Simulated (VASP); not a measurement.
A VASP calculation is set up with these files.

**INCAR**
```
SYSTEM = La
PREC = Accurate
ENCUT = 300
EDIFF = 1E-6
NELM = 100
ALGO = Normal
LREAL = .FALSE.
LASPH = .TRUE.
ISMEAR = 0
SIGMA = 0.136
GGA = PE
LMAXMIX = 6
LWAVE = .FALSE.
LCHARG = .FALSE.
ISIF = 2
```

POSCAR:
```
La
1
    3.6713590000     0.0000000000     0.0000000000
   -1.8356790000     3.1794890000     0.0000000000
    0.0000000000     0.0000000000     5.9607970000
La
2
Direct
  0.3333330000   0.6666670000   0.2500000000
  0.6666670000   0.3333330000   0.7500000000
```

KPOINTS:
```
Automatic
0
gamma
13 13 7
```

POTCAR, in this order: La (PBE.64 set). Program: vasp_std.

Task: Translate this PBE calculation to Ansatz.

Result: One equivalent input (not run):
Ansatz 0.2 input:
```yaml
crystal:
  lattice:
    - [3.6713590, 0.0000000, 0.0000000]
    - [-1.8356790, 3.1794890, 0.0000000]
    - [0.0000000, 0.0000000, 5.9607970]
  atoms:
    - { symbol: La, position: [0.3333330, 0.6666670, 0.2500000] }
    - { symbol: La, position: [0.6666670, 0.3333330, 0.7500000] }
kpoints:
  mp_grid: { grid: [13, 13, 7] }
hamiltonian:
  xc: pbe
  pseudopotentials: { kind: paw }
scf:
  occupations: { method: gaussian, width: 0.136 }
  max_iter: 100
output: { forces: true, stress: true, eigenvalues: true }
```
The two are equivalent in intent, not identical: each code has its own PAW files, so the cut-off isn't converted (ENCUT is set for VASP's; basis.ecutwfc is left out, and Ansatz then takes the one that its files recommend); Ansatz stops its SCF on the density residual and VASP on the energy change (EDIFF).

The structure was generated: La was put into an ordered model structure, which need not be its known phase. The cell was not relaxed at this level, and its volume differs by -5.9 % from the start's.
